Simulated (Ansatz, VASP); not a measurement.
**Te (Tellurium) in two plane-wave programs**

Wanted: the spread between two codes on one cell, functional and k mesh. The cell is taken from a series of runs on this material, whose earlier steps may have relaxed, scaled, displaced or heated it; both programs get it as it stands.

Program: Ansatz 0.2.0. Level of theory: plane waves, with VASP 6.6.1 beside it; zone-centre phonons at LDA. Results are calculated unless marked as measured.

### Step 1. The starting structure

Symmetry: P3_121, No. 152, trigonal system. Conventional cell: a = 4.058 Å, b = 4.058 Å, c = 5.930 Å, α = 90.00°, β = 90.00°, γ = 120.00°. Nearest to Te lie 6 Te at 2.91 to 3.15 Å.

Structure file:

```cif
data_structure
_symmetry_space_group_name_H-M 'P3_121'
_symmetry_Int_Tables_number 152
_cell_length_a 4.0577
_cell_length_b 4.0577
_cell_length_c 5.9298
_cell_angle_alpha 90.000
_cell_angle_beta 90.000
_cell_angle_gamma 120.000
_cell_volume 84.55
loop_
_atom_site_label
_atom_site_type_symbol
_atom_site_symmetry_multiplicity
_atom_site_Wyckoff_symbol
_atom_site_fract_x
_atom_site_fract_y
_atom_site_fract_z
_atom_site_occupancy
Te1 Te 3 a 0.30319 0.00000 0.33333 1
```

### Step 2. Ansatz: zone-centre phonons, LDA

Ansatz runs on its PAW soft_1 files.

Second derivatives magnify differences that forces hide, and they need a tight electronic threshold.

input.yaml reads:

```yaml
crystal:
  lattice:
    - [4.0577052266, 0.0, 0.0]
    - [-2.0288526133, 3.5140758074, 0.0]
    - [0.0, 0.0, 5.929808584]
  atoms:
    - { symbol: Te, position: [0.3031933261, 0.0, 0.3333333333] }
    - { symbol: Te, position: [0.0, 0.3031933261, 0.6666666667] }
    - { symbol: Te, position: [0.6968066739, 0.6968066739, 0.0] }
kpoints:
  mp_grid: { grid: [12, 12, 8] }
hamiltonian:
  xc: lda
  pseudopotentials: { kind: paw, azcp: { folder: soft_1 }, xc_functional: pbe }
scf:
  occupations: { method: methfessel_paxton, width: 0.2 }
output:
  eigenvalues: true
phonons:
  method: dfpt
```

The run is started by

```
ansatz run input.yaml --threads 4 --pin off --max-ram 10240MiB --backend cpu --events-out ev --progress --plain --runs-dir out
```

Numbers of over 12 decimals in the logs are rounded to 6 here.

Log:

```text
zone centre: on kpoints.mp_grid the ground state, and the responses unless they are solved on pairs of k-points, stand on 320 of the mesh's 1152 k-points, reduced under 2 symmetry operations, with k and −k counted as one. Each operation leaves every solved displacement unchanged or reverses it
Engine: ansatz 0.2.0, aarch64-unknown-linux-gnu
Pseudopotentials: kind: paw
Pseudopotential: Te, paw, valence charge 16, recommended cutoff 420 eV (normal), soft_1/Te.paw.azcp
Functional definition: SPW92
  exchange = slater_x
  correlation = pw_c
Crystal: 3 atoms, lattice volume = 84.554 Å³
Basis set: ecut = 420 eV, 1663 PW (Γ), exchange–correlation on 60×60×96 points (8 copies of the dense FFT grid, shifted against one another)
Bands: 29, of which v1, the nominal top of the filled ones, is band 24 counted from 1 (23 counted from 0)
Symmetry: 6 space group operations
k-points: 320 of 1152 (irreducible under 2 space group operations, time reversal used)
Non-local potential: Te, projectors of the file, l = 0: 2, l = 1: 2, l = 2: 2, l = 3: 1
PAW form: soft (Blöchl's): semilocal exchange-correlation on the pseudo side does not see the compensation charge
PAW frozen core: Te, regenerated for the run's functional, and the local potential with it (the file was generated under x = pbe(κ = 0.804, μ = 0.219515), c = pbe(β = 0.066725))
PAW one-centre angular grid: Te, 590 points (default); XC on 64 Gauss nodes
Initial density: superposition of atomic densities (chi_scale 0.1, normalization cell)
Initial wavefunctions: pseudopotential atomic-orbital guess
Functional: x = slater, c = lda
SCF iter   1: F=—  HF=-20481.699079 eV  |F-HF|=—  |Δ(HF+E_count)|=         —  Δρ=1.31e-2  dr2=1.01e-1  ethr=3.10e-3  ⟨swp⟩=8.8  Hψ=46520  notcnv=0
preconditioner: auto → Kerker (q_TF=auto, 2.483 Å⁻¹)  [metal: Δε(μ)=0.093 eV  Ē_g=9.144 eV  σ=0.200 eV  W_gap=0.36  n_scr=22 (ndim 8)  ℏωp=17.1 eV  f_vac=0.000  D(μ)=0.34/eV (n_scr^D=0)]
SCF iter   2: F=—  HF=-20481.682204 eV  |F-HF|=—  |Δ(HF+E_count)|=   1.69e-2  S|Δr|=    0.00e0  Δρ=8.21e-3  dr2=4.18e-2  ethr=2.10e-4  ⟨swp⟩=1.1  Hψ=11900  notcnv=0
SCF iter   3: F=—  HF=-20481.673133 eV  |F-HF|=—  |Δ(HF+E_count)|=   9.07e-3  S|Δr|=    0.00e0  Δρ=1.35e-3  dr2=1.53e-3  ethr=8.71e-5  ⟨swp⟩=2.0  Hψ=16842  notcnv=0
SCF iter   4: F=—  HF=-20481.672635 eV  |F-HF|=—  |Δ(HF+E_count)|=   4.98e-4  S|Δr|=    0.00e0  Δρ=4.84e-4  dr2=2.97e-4  ethr=3.19e-6  ⟨swp⟩=2.0  Hψ=16880  notcnv=0
SCF iter   5: F=—  HF=-20481.672604 eV  |F-HF|=—  |Δ(HF+E_count)|=   3.06e-5  S|Δr|=    0.00e0  Δρ=1.74e-4  dr2=3.26e-5  ethr=6.18e-7  ⟨swp⟩=1.0  Hψ=9152  notcnv=0
SCF iter   6: F=—  HF=-20481.672605 eV  |F-HF|=—  |Δ(HF+E_count)|=   2.06e-7  S|Δr|=    0.00e0  Δρ=3.11e-5  dr2=5.61e-7  ethr=6.80e-8  ⟨swp⟩=3.0  Hψ=17487  notcnv=0
SCF iter   7: F=—  HF=-20481.672603 eV  |F-HF|=—  |Δ(HF+E_count)|=   1.41e-6  S|Δr|=    0.00e0  Δρ=6.69e-6  dr2=3.68e-8  ethr=1.17e-9  ⟨swp⟩=1.9  Hψ=10325  notcnv=0
SCF iter   8: F=—  HF=-20481.672603 eV  |F-HF|=—  |Δ(HF+E_count)|=   1.83e-8  S|Δr|=    0.00e0  Δρ=2.11e-6  dr2=3.11e-9  ethr=7.67e-11  ⟨swp⟩=3.0  Hψ=18009  notcnv=0
SCF iter   9: F=—  HF=-20481.672603 eV  |F-HF|=—  |Δ(HF+E_count)|=   1.24e-9  S|Δr|=    0.00e0  Δρ=4.67e-7  dr2=1.44e-10  ethr=6.48e-12  ⟨swp⟩=2.0  Hψ=16845  notcnv=0
SCF iter  10: F=-20481.672603 eV  HF=-20481.672603 eV  |F-HF|=3.64e-12  |Δ(HF+E_count)|=  4.00e-11  S|Δr|=    0.00e0  Δρ=1.11e-7  dr2=9.62e-12  ethr=1.00e-12  ⟨swp⟩=7.6  Hψ=52682  notcnv=0
SCF 1 converged in 10 iterations: F = -20481.672603 eV  dr2 = 9.62e-12
  greatest PAW one-centre occupation: 0.999 electrons in one spin orbital (limit 2), on the Te atom at site 2 (counted from 0), in its partial waves of l = 2
DFPT response loops at Γ: preconditioner auto → Kerker (q_TF=auto, 2.483 Å⁻¹) (partly filled bands, converged f_vac=0.000); β = 1.00, the filter's whole step (`scf.mixing.beta` (0.50) is not read by the response loops under this deck's `scf.mixing.preconditioner`; to damp them name `kerker` or `kerker_dos`, under which they read `scf.mixing.beta`, and type it under 1.00, their step now; both keys bind the ground state too); Broyden in place of MSR1
SCF converged after 10 iterations
Stability not checked: this state was not tested for a lower state beside it, because cold or Methfessel-Paxton smearing, or corrected tetrahedra, fill the levels in a way that the test cannot read (fill_not_monotonic; see scf.lower_state_search)
Free energy (F): -20481.672603 eV
Harris-Foulkes:  -20481.672603 eV  (|F-HF|=3.64e-12)
Internal energy: -20481.677485 eV  (E = F + TS)
E sigma→0 (E₀):  -20481.673824 eV
Entropy (-TS):   0.004882 eV (1.627 meV/atom)
Fermi energy:    11.390249 eV
--- Per-component energies (eV) ---
  E_band       = -682.708400
  E_kinetic    = 524.715556
  E_local      = -4358.608538  (includes V_loc(G=0)·N_el)
  E_nonlocal   = 211.261589
  E_hartree    = 2218.213770
  E_xc         = -370.243658
  E_vxc        = -312.871741  (∫ρ·V_xc dr)
  E_paw        = -13549.778221  (= ΣΔE_a)
  E_vpaw       = -1183.632948  (= ΣTr[D̂ρ^β])
  E_aug_tail   = 0.000224  (compensation charges beyond the density's cutoff)
  E_ewald      = -5159.274134
  E_core_change = 2.035927  (= ΣΔE_core)
  E_smearing   = 0.004882  (= −TS)
  E_closure    = 0.000000  (closes the sum)
  Σ components = -20481.672603   (vs F -20481.672603, Δ=0.00e0)
--- Band table (eV; the first three rows and the last of 320) ---
  k-point 0: bands = [... 20 lower, 9.1527, 9.6429, 9.6429, 10.0139, 12.7065, 12.7065, 13.5920, 16.1185, ... 1 higher]
  k-point 1: bands = [... 20 lower, 9.1201, 9.7066, 10.0821, 10.1188, 12.5397, 12.5514, 13.4194, 15.4986, ... 1 higher]
  k-point 2: bands = [... 20 lower, 8.9987, 9.9924, 10.2783, 10.6444, 12.1541, 12.1782, 12.9943, 15.0644, ... 1 higher]
  k-point 319: bands = [... 20 lower, 6.1511, 9.6901, 10.0618, 11.4228, 11.9927, 12.8916, 12.9997, 16.3814, ... 1 higher]
--- Phonons (Γ-DFPT): 3 representative perturbations + reference, on 320 of 1152 k-points (Σ response iterations 9) ---
  k mesh reduced under 2 symmetry operations, with k and −k counted as one. Each operation leaves every solved displacement unchanged or reverses it
  ASR residual: 5.788e-5 → 0.000e0 eV/Å²; symmetrization residual: 2.577e-5 eV/Å²
  ASR residual per site (eV/Å²): 5.79e-5 5.79e-5 5.79e-5
  Γ frequencies (cm⁻¹): 0.00 0.00 0.00 74.81 74.81 85.04 87.64 128.27 128.27
  non-analytic LO–TO correction: not included (Born effective charges unavailable; polar crystals: no LO–TO splitting at Γ)
```

(Continued in part 2 of 2.)

[Lines on the potential files, build, host, timing and source positions are cut from VASP's logs without a mark.]

[Logs are printed without paths, hosts, clocks, repeated set-up lines and the standing remarks that a program may print on its own settings, such as how far it seeks lower states.]

[Hosts, paths, dates, database ids (printed as entryN), source tags and the programs' standing remarks are cut or masked in the printed files.]
